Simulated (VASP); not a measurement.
An input for Quantum ESPRESSO's pw.x (written as the equivalent of a VASP run, and not itself run):

```
&CONTROL
  calculation = 'scf'
  pseudo_dir = './pseudo'
  outdir = './out'
  tprnfor = .true.
  tstress = .true.
/
&SYSTEM
  ibrav = 0
  nat = 2
  ntyp = 2
  ecutwfc = 84
  occupations = 'smearing'
  smearing = 'gaussian'
  degauss = 0.003675
  input_dft = 'vdw-df-obk8'
/
&ELECTRONS
  conv_thr = 7.3e-09
  electron_maxstep = 100
/
ATOMIC_SPECIES
  B 10.810 B.upf
  N 14.007 N.upf
CELL_PARAMETERS angstrom
     0.0000000    1.8476811    1.8476811
     1.8476811    0.0000000    1.8476811
     1.8476811    1.8476811    0.0000000
ATOMIC_POSITIONS crystal
  B    0.0000000  0.0000000  0.0000000
  N    0.2500000  0.2500000  0.2500000
K_POINTS automatic
  12 12 12 0 0 0
```

Problem. Translate this input to VASP (INCAR, KPOINTS, POSCAR, choice of POTCAR).

Solution. One answer among several that fit: 
### KPOINTS
```
Automatic mesh
0
Gamma
12 12 12
0 0 0
```

### POSCAR
```
BN
1
    0.0000000000     1.8476810758     1.8476810758
    1.8476810758     0.0000000000     1.8476810758
    1.8476810758     1.8476810758     0.0000000000
B N
1 1
Direct
  0.0000000000   0.0000000000   0.0000000000
  0.2500000000   0.2500000000   0.2500000000
```

INCAR:
```
! general
SYSTEM   = BN
PREC     = Accurate
ENCUT    = 520   ! plane-wave cut-off (eV)
LREAL    = .False.   ! projection in real space or not
LASPH    = .True.   ! aspherical one-centre terms

! electronic loop
EDIFF    = 1E-7   ! SCF stop (eV)
NELM     = 100
ALGO     = Normal   ! blocked Davidson

! smearing
ISMEAR   = 0
SIGMA    = 0.05   ! width (eV)

! functional
GGA      = BO
LUSE_VDW = .True.
AGGAC    = 0.0
PARAM1   = 0.1833333333
PARAM2   = 0.22

! ions
ISIF     = 2   ! forces and stress, cell fixed

! output
LWAVE    = .False.
LCHARG   = .False.
```

POTCAR, in this order: B N (PBE.64 set). Program: vasp_std.

Limits of the translation: the potentials are each code's own (VASP's PAW set, PseudoDojo norm-conserving files in pw.x), so ENCUT and ecutwfc are chosen apart and not converted; conv_thr bounds pw.x's estimated SCF error, while EDIFF bounds the energy change between steps.

The compound is BN in the zinc blende structure. This cell is one point of a volume scan, at 1.06 of the reference volume.
